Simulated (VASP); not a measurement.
```
CELL_PARAMETERS angstrom
      0.00000     3.45286     3.45286
      3.45286     0.00000     3.45286
      3.45286     3.45286     0.00000
ATOMIC_POSITIONS crystal
  Sb 0.25000 0.25000 0.25000
  Er 0.00000 0.00000 0.00000
```

The base run (VASP): PBE GGA, plane waves, VASP's PBE PAW potentials (set 64). Numerical set-up: 400 eV cut-off, 8×8×8 Γ-centred mesh, first-order Methfessel-Paxton smearing of 0.10 eV, potentials Sb Er_3.

The 4f electrons are frozen in the core of the lanthanide potential, so 4f levels, which can set the real gap, and their magnetism are missing.

One setting is varied; ΔE counts from the base run. The base run took about 30 core-seconds. Times come from single runs on busy shared machines, so they are rough: good to a factor of about 2.

Pressures at a finite cut-off, here 400 eV, hold a Pulay part, which wasn't tested here.

```
setting         cost over the base run  electronic steps  ΔE (meV/atom)  pressure (GPa)
--------------  ----------------------  ----------------  -------------  --------------
base run                     reference                13            0.0           -0.05
ISYM = 1          within a factor of 2                13            0.0           -0.05
SYMPREC = 1E-3    within a factor of 2                13            0.0           -0.05
ISYM = 0                    (withheld)                13            0.0           -0.05
```

**Question.** Some entries are withheld; supply them.

**Answer.** 
- ISYM = 0, cost over the base run: about 9 times

Left out are runs that failed, have no time on record or changed the cell.

The structure was generated: ErSb was put into the zincblende type (F-43m), which need not be its known phase. The cell was not relaxed at this level.
